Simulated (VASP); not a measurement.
Level of theory: PBE GGA, VASP's PBE PAW potentials (set 64) (plane waves; VASP).

VASP ran on this input.

POSCAR:
```
Cd31Te32
1.0
 13.2498873621   0.0000000000   0.0000000000
  0.0000000000  13.2498873621   0.0000000000
  0.0000000000   0.0000000000  13.2498873621
Cd Te
31 32
Cart
  6.6244411777   0.0003096419   0.0000174925
  9.9345058887   3.3152824451   0.0008101365
  9.9341344559   0.0006586758   3.3161415399
 13.2497253266  13.2497847695  13.2495023946
  3.3160879110   3.3159622769  13.2490924113
  6.6250260847   6.6252407369  13.2492615288
  9.9342236171   9.9340884139  13.2493502554
  3.3159940541  13.2492640834   3.3158687181
  6.6698034908   3.3520754650   3.3517068876
  9.9114596812   6.5911258557   3.3398337655
  6.6250170907   0.0000298096   6.6251699719
  9.9092425471   3.3423568793   6.5894050862
  9.9338630227  13.2497278335   9.9339149027
  0.0000589487   6.6246087120   0.0002398720
  3.3153381330   9.9344317622   0.0007787661
 13.2490045778   3.3160700038   3.3158583488
  3.3428248468   6.6625366656   3.3423381307
  6.5964984227   9.9154362586   3.3345506472
 13.2498173974   0.0001284484   6.6238918321
  3.3477252726   3.3489934962   6.6664530143
  9.9044342385   9.9028070185   6.6653108926
  3.3157335481   0.0005084909   9.9343490538
  6.5888006542   3.3434004524   9.9088492533
  9.9205594680   6.6474642231   9.9219772099
  0.0006390778   9.9343238763   3.3157235139
 13.2495048246   6.6251794986   6.6251614350
  3.3366900151   9.9138202639   6.5945098067
  0.0007110671   3.3154909016   9.9345598873
  3.3326798705   6.5984240726   9.9183478657
  6.6532793853   9.9133808327   9.9158905178
 13.2493809991   9.9343920470   9.9341250101
  8.2852028514   1.6521460868   1.6530450519
 11.6000086835   4.9645765479   1.6501741259
 11.5995847639   1.6507182100   4.9647990480
  1.6550473259   1.6552076217   1.6550918163
  4.9664644422   4.9653299432   1.6570759697
  8.2858732348   8.2857613912   1.6541900343
 11.5949960046  11.5949051409   1.6549643604
  4.9664579895   1.6585294996   4.9668162824
  8.2579872953   5.0025421008   5.0007735853
 11.5954910747   8.2875087466   4.9665710402
  8.2842540363   1.6561515278   8.2851849482
 11.5981640845   4.9640150257   8.2871642826
 11.5950536297   1.6552498239  11.5951309282
  1.6497969414   8.2859823582   1.6504360020
  4.9642762459  11.6019322557   1.6489239686
  1.6567953067   4.9656168893   4.9658669651
  4.9826988243   8.2708762093   4.9825668210
  8.2867197317  11.5937172858   4.9672926543
  1.6518936526   1.6516446302   8.2855780790
  4.9923295990   4.9965245929   8.2636660168
  8.2652169082   8.2622546520   8.2734015054
 11.5985919154  11.5992693755   8.2857417813
  4.9644645003   1.6506679983  11.5997056956
  8.2858395165   4.9621375855  11.5990715918
 11.6024441625   8.2863138532  11.6023710324
  1.6492609782  11.6013814274   4.9645311989
  1.6537659703   8.2871065741   8.2852058141
  4.9655351124  11.5950532852   8.2867414761
  1.6486161671   4.9643461867  11.6017393228
  4.9631654707   8.2876559528  11.5995854516
  8.2857186629  11.6012235974  11.6009511241
  1.6549836509  11.5949262731  11.5952136764
```

**INCAR**
```
ALGO = Fast
EDIFF = 1E-5
EDIFFG = -0.03
ENCUT = 400
GGA = PE
IBRION = 2
ISIF = 2
ISMEAR = 0
ISPIN = 2
ISYM = 0
LASPH = .TRUE.
LCHARG = .FALSE.
LMAXMIX = 4
LORBIT = 10
LREAL = Auto
LWAVE = .FALSE.
MAGMOM = 63*0.0159
NELECT = 563.0
NELM = 100
NELMIN = 4
NSW = 120
NUPDOWN = 1
PREC = Normal
SIGMA = 0.05
SYSTEM = Cd31Te32
```

**KPOINTS**
```
Automatic mesh
0
Gamma
1 1 1
0 0 0
```

POTCAR, in this order: Cd Te (PBE.64 set). Program: vasp_gam.

What will the output report for the number of irreducible k-points (NKPTS), largest plane-wave count, FFT grid (NGX, NGY, NGZ)?

The number of irreducible k-points (NKPTS) is 1. The largest plane-wave count is 21106. The FFT grid (NGX, NGY, NGZ) comes out as 70 × 70 × 70.

The cell is a supercell with a defect, built from CdTe (zinc blende): vac_Cd, charge +1.
